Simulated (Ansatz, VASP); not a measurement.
## Ag3PbSBr3 in two plane-wave programs

Aim: how closely do two programs agree when they are given the same cell, functional and k mesh? The cell is generated by rule, not measured, and may not be a known phase. Of the first pair: The two relaxations start from unlike cells of this crystal (the structure described is Ansatz's start), so only their ends are compared.

Main program and level: Ansatz 0.2.0; plane waves, with VASP 6.6.1 beside it; relaxation of cell and atoms at LDA.

**1. Set-up**

Symmetry: P4/mmm, No. 123, tetragonal system. Conventional cell: a = 4.110 Å, b = 4.110 Å, c = 11.625 Å, α = 90.00°, β = 90.00°, γ = 90.00°. Ag has 1 S at 2.91 Å and 5 Br at 2.91 Å nearest. Nearest to Ag lie 6 Br at 2.91 Å. Br has 5 Ag at 2.91 Å and 1 Pb at 2.91 Å nearest. Br has 6 Ag at 2.91 Å nearest. Nearest to Pb lie 4 S at 2.91 Å and 2 Br at 2.91 Å. Nearest to S lie 2 Ag at 2.91 Å and 4 Pb at 2.91 Å. Farther neighbours and most contacts between anions are not listed.

Coordinates:

```
Ag Br Pb S
1.0
     2.90625    2.90625    0.00000
    -2.90625    2.90625    0.00000
     0.00000    0.00000   11.62500
Ag Br Pb S
3 3 1 1
Direct
  0.50000 0.50000 0.25000
  0.00000 0.00000 0.50000
  0.50000 0.50000 0.75000
  0.00000 0.00000 0.25000
  0.50000 0.50000 0.50000
  0.00000 0.00000 0.75000
  0.00000 0.00000 0.00000
  0.50000 0.50000 0.00000
```

**2. VASP: relaxation of cell and atoms, LDA, pair 1**

The relaxed volume is the usual yardstick between codes: in a stiff, nearly cubic crystal its relative difference is about their pressure difference at one cell divided by the bulk modulus.

Lines of VASP's logs that name or quote its potential files are left out, and so is its time.

Contents of INCAR:

```
SYSTEM = Ag3PbSBr3
PREC = Accurate
ENCUT = 500
EDIFF = 1E-07
NELM = 120
ISMEAR = 0
SIGMA = 0.1
LREAL = .FALSE.
ALGO = Normal
GGA = CA
NBANDS = 45
LASPH = .TRUE.
LORBIT = 11
LWAVE = .FALSE.
LCHARG = .FALSE.
ISIF = 3
IBRION = 2
NSW = 80
EDIFFG = -0.005
GGA_COMPAT = .FALSE.
NELMIN = 4
KPAR = 2
```

Contents of POSCAR:

```
Ag3PbSBr3
1.0
    2.8448282359      2.8448282359      0.0000000000
   -2.8448282359      2.8448282359      0.0000000000
    0.0000000000      0.0000000000     11.2081058116
Ag Br Pb S
3 3 1 1
Direct
    0.5000000000      0.5000000000      0.2302643488
    0.0000000000      0.0000000000      0.5000000000
    0.5000000000      0.5000000000      0.7697356512
    0.0000000000      0.0000000000      0.2647289464
    0.5000000000      0.5000000000      0.5000000000
    0.0000000000      0.0000000000      0.7352710536
    0.0000000000      0.0000000000      0.0000000000
    0.5000000000      0.5000000000      0.0000000000
```

Contents of KPOINTS:

```
Automatic mesh
0
Gamma
6 6 2
0 0 0
```

Potentials, in the order of the species: Ag, Br, Pb_d and S (LDA family, release 64).

Run with:

```sh
$ mpirun -np 2 vasp_std
```

Numbers of over 12 decimals in the logs are rounded to 6 here.

What it wrote:

```text
[banner, memory and clock lines left out]
running    2 mpi-ranks, on    1 nodes
 distrk:  each k-point on    1 cores,    2 groups
 distr:  one band on    1 cores,    1 groups

 POSCAR found type information on POSCAR AgBrPbS
 POSCAR found :  4 types and       8 ions
 LDA part: xc-table for (Slater(with rela. corr.)+CA(PZ))
 , standard interpolation
 POSCAR, INCAR and KPOINTS ok, starting setup
 FFT: planning ... GRIDC
 FFT: planning ... GRID_SOFT
 FFT: planning ... GRID
 WAVECAR not read
 entering main loop
       N       E                     dE             d eps       ncg     rms          rms(c)
DAV:   1     0.631161497574E+03    0.63116E+03   -0.33680E+04  1800   0.155E+03
DAV:   2     0.426321120367E+02   -0.58853E+03   -0.56554E+03  1883   0.378E+02
DAV:   3    -0.268403101705E+02   -0.69472E+02   -0.67665E+02  2297   0.134E+02
DAV:   4    -0.299291748647E+02   -0.30889E+01   -0.30670E+01  2038   0.282E+01
DAV:   5    -0.300421681221E+02   -0.11299E+00   -0.11286E+00  2413   0.616E+00    0.136E+01
DAV:   6    -0.291534054910E+02    0.88876E+00   -0.21760E+00  2211   0.129E+01    0.939E+00
DAV:   7    -0.291812446221E+02   -0.27839E-01   -0.11716E+00  2302   0.447E+00    0.263E+00
DAV:   8    -0.291497304780E+02    0.31514E-01   -0.11419E-01  2208   0.199E+00    0.699E-01
DAV:   9    -0.291499609918E+02   -0.23051E-03   -0.22249E-02  1963   0.683E-01    0.209E-01
DAV:  10    -0.291499666684E+02   -0.56766E-05   -0.70416E-04  2573   0.150E-01    0.146E-01
DAV:  11    -0.291499747501E+02   -0.80818E-05   -0.83977E-05  2216   0.492E-02    0.328E-02
DAV:  12    -0.291499721140E+02    0.26361E-05   -0.17159E-05  2291   0.323E-02    0.656E-03
DAV:  13    -0.291499722276E+02   -0.11352E-06   -0.33525E-06  2158   0.842E-03    0.261E-03
DAV:  14    -0.291499722122E+02    0.15406E-07   -0.45550E-07  1946   0.483E-03
   1 F= -.29149972E+02 E0= -.29148970E+02  d E =-.291500E+02
[...]
2 F= -.29149989E+02 E0= -.29148982E+02  d E =-.167849E-04
[...]
3 F= -.29149986E+02 E0= -.29148978E+02  d E =-.138146E-04
[...]
4 F= -.29149988E+02 E0= -.29148981E+02  d E =-.161322E-04
[...]
5 F= -.29149989E+02 E0= -.29148982E+02  d E =-.164954E-04
 curvature:  -0.02 expect dE=-0.226E-06 dE for cont linesearch -0.875E-07
 ZBRENT: accuracy reached
 trial: gam= 0.00000 g(F)=  0.319E-05 g(S)=  0.600E-05 ort =-0.120E-04 (trialstep = 0.100E+01)
 search vector abs. value=  0.918E-05
 bond charge predicted
       N       E                     dE             d eps       ncg     rms          rms(c)
DAV:   1    -0.291500703817E+02   -0.81664E-04   -0.28695E-03  1920   0.386E-01    0.622E-02
DAV:   2    -0.291499980170E+02    0.72365E-04   -0.29813E-04  1920   0.150E-01    0.218E-02
DAV:   3    -0.291499933935E+02    0.46235E-05   -0.19876E-05  2051   0.287E-02    0.145E-02
DAV:   4    -0.291499923143E+02    0.10792E-05   -0.49804E-06  2354   0.198E-02    0.312E-03
DAV:   5    -0.291499922160E+02    0.98287E-07   -0.85230E-07  1771   0.729E-03
   6 F= -.29149992E+02 E0= -.29148987E+02  d E =-.350851E-05
 trial-energy change:   -0.000004  1 .order   -0.000005   -0.000009   -0.000001
 step:   1.0813(harm=  1.0813)  dis= 0.00030  next Energy=   -29.149994 (dE=-0.497E-05)
 reached required accuracy - stopping structural energy minimisation
```

Parts of OUTCAR (step 2):

```text
ion  position               nearest neighbor table
   1  0.500  0.500  0.230-   8 2.58   4 2.87   4 2.87   4 2.87   4 2.87   5 3.02   7 3.84   7 3.84
                             7 3.84   7 3.84
   2  0.000  0.000  0.500-   4 2.64   6 2.64   5 2.84   5 2.84   5 2.84   5 2.84
   3  0.500  0.500  0.770-   8 2.58   6 2.87   6 2.87   6 2.87   6 2.87   5 3.02   7 3.84   7 3.84
                             7 3.84   7 3.84
   4  0.000  0.000  0.265-   2 2.64   1 2.87   1 2.87   1 2.87   1 2.87   7 2.97
   5  0.500  0.500  0.500-   2 2.84   2 2.84   2 2.84   2 2.84   3 3.02   1 3.02
   6  0.000  0.000  0.735-   2 2.64   3 2.87   3 2.87   3 2.87   3 2.87   7 2.97
   7  0.000  0.000  0.000-   8 2.84   8 2.84   8 2.84   8 2.84   4 2.97   6 2.97   3 3.84   3 3.84
                             1 3.84   3 3.84   1 3.84   1 3.84   3 3.84   1 3.84
   8  0.500  0.500  0.000-   1 2.58   3 2.58   7 2.84   7 2.84   7 2.84   7 2.84

  LATTYP: Found a simple tetragonal cell.
 ALAT       =     4.0231946738
 C/A-ratio  =     2.7858721042

 Subroutine GETGRP returns: Found 16 space group operations
 (whereof 16 operations were pure point group operations)

The static configuration has the point symmetry D_4h.

 Found     20 irreducible k-points:

   k-points           NKPTS =     20   k-points in BZ     NKDIM =     20   number of bands    NBANDS=     45

   dimension x,y,z NGX =    30 NGY =   30 NGZ =   84
   dimension x,y,z NGXF=    60 NGYF=   60 NGZF=  168

   ENCUT  =  500.0 eV  36.75 Ry    6.06 a.u.   7.34  7.34 20.43*2*pi/ulx,y,z

   NELECT =      74.0000    total number of electrons

 k-points in reciprocal lattice and weights: Automatic mesh
   0.00000000  0.00000000  0.00000000       0.014
   0.16666667  0.00000000  0.00000000       0.056
   0.33333333  0.00000000  0.00000000       0.056
   0.50000000  0.00000000  0.00000000       0.028
   0.16666667  0.16666667  0.00000000       0.056
   0.33333333  0.16666667  0.00000000       0.111
   0.50000000  0.16666667  0.00000000       0.056
   0.33333333  0.33333333  0.00000000       0.056
   0.50000000  0.33333333  0.00000000       0.056
[...]
0.50000000  0.33333333  0.50000000       0.056
   0.50000000  0.50000000  0.50000000       0.014

 average (electrostatic) potential at core
       1 -73.2048       2 -73.0118       3 -73.2048       4 -67.1456       5 -66.5651
       6 -67.1456       7 -92.0541       8 -86.6557

 E-fermi :   5.4636

 k-point     1 :       0.0000    0.0000    0.0000
  band No.  band energies     occupation
    ...
     34       2.9840      2.00000
     35       2.9840      2.00000
     36       3.0136      2.00000
     37       3.3096      2.00000
     38       5.3879      1.71522
     39       7.4872      0.00000
     40       7.7330      0.00000
     41       8.6022      0.00000
     42       9.8759      0.00000
     43      10.9428      0.00000
    ...

 k-point     2 :       0.1667    0.0000    0.0000
  band No.  band energies     occupation
    ...
     33       3.1409      2.00000
     34       3.1941      2.00000
     35       3.4364      2.00000
     36       3.8152      2.00000
     37       3.9040      2.00000
     38       6.2872      0.00000
     39       7.9394      0.00000
     40       8.0264      0.00000
     41       8.3482      0.00000
     42       9.1265      0.00000
    ...

 k-point     3 :       0.3333    0.0000    0.0000
  band No.  band energies     occupation
    ...
     33       3.8604      2.00000
     34       3.9100      2.00000
     35       4.3732      2.00000
     36       4.4221      2.00000
     37       4.7213      2.00000
     38       7.2231      0.00000
     39       7.2701      0.00000
     40       7.9452      0.00000
     41       8.1997      0.00000
     42       8.8814      0.00000
    ...

  Total        0.0037311      0.0037311      0.0105969      0.0000000      0.0000000      0.0000000
  in kB        0.0329346      0.0329346      0.0935399      0.0000000      0.0000000      0.0000000
  external PRESSURE =       0.0531364 kB  Pullay stress =       0.0000000 kB

  energy-cutoff  :      500.00
  volume of cell :      181.51
      direct lattice vectors                 reciprocal lattice vectors
     2.845204152  2.845204152 -0.000000000     0.175734314  0.175734314  0.000000000
    -2.845204152  2.845204152  0.000000000    -0.175734314  0.175734314 -0.000000000
    -0.000000000 -0.000000000 11.210812731     0.000000000  0.000000000  0.089199599

 POSITION                                       TOTAL-FORCE (eV/Angst)
 -----------------------------------------------------------------------------------
     -0.00000      2.84520      2.58092         0.000000      0.000000     -0.004650
     -0.00000      5.69041      5.60541        -0.000000     -0.000000      0.000000
     -0.00000      2.84520      8.62989        -0.000000     -0.000000      0.004650
     -0.00000      5.69041      2.96781         0.000000      0.000000     -0.000253
     -0.00000      2.84520      5.60541        -0.000000     -0.000000      0.000000
     -2.84520      2.84520      8.24300        -0.000000     -0.000000      0.000253
     -0.00000      5.69041     11.21081         0.000000      0.000000      0.000000
     -0.00000      2.84520     11.21081        -0.000000     -0.000000      0.000000
 -----------------------------------------------------------------------------------
    total drift:                               -0.000000      0.000000      0.000000

  FREE ENERGIE OF THE ION-ELECTRON SYSTEM (eV)
  ---------------------------------------------------
  free  energy   TOTEN  =       -29.1499922160 eV

  energy  without entropy=      -29.1479812906  energy(sigma->0) =      -29.14898675

 reached required accuracy - stopping structural energy minimisation

 total charge
# of ion       s       p       d       tot
------------------------------------------
    1        0.271   0.185   9.311   9.767
    2        0.275   0.208   9.319   9.802
    3        0.271   0.185   9.311   9.767
    4        1.622   3.184   0.036   4.841
    5        1.620   3.176   0.026   4.821
    6        1.622   3.184   0.036   4.841
    7        1.487   0.560   9.853  11.901
    8        1.343   2.338   0.000   3.681
--------------------------------------------------
tot          8.511  13.021  37.890  59.421

[... 3 further parts left out ...]
```

The run keeps the 16 symmetry operations of its start, so it cannot find a distortion of lower symmetry.

(Part 1 of 3 ends here.)

[Lines on the potential files, build, host, timing and source positions are cut from VASP's logs without a mark.]

[Logs are printed without paths, hosts, clocks, repeated set-up lines and the standing remarks that a program may print on its own settings, such as how far it seeks lower states.]

[Hosts, paths, dates, database ids (printed as entryN), source tags and the programs' standing remarks are cut or masked in the printed files.]
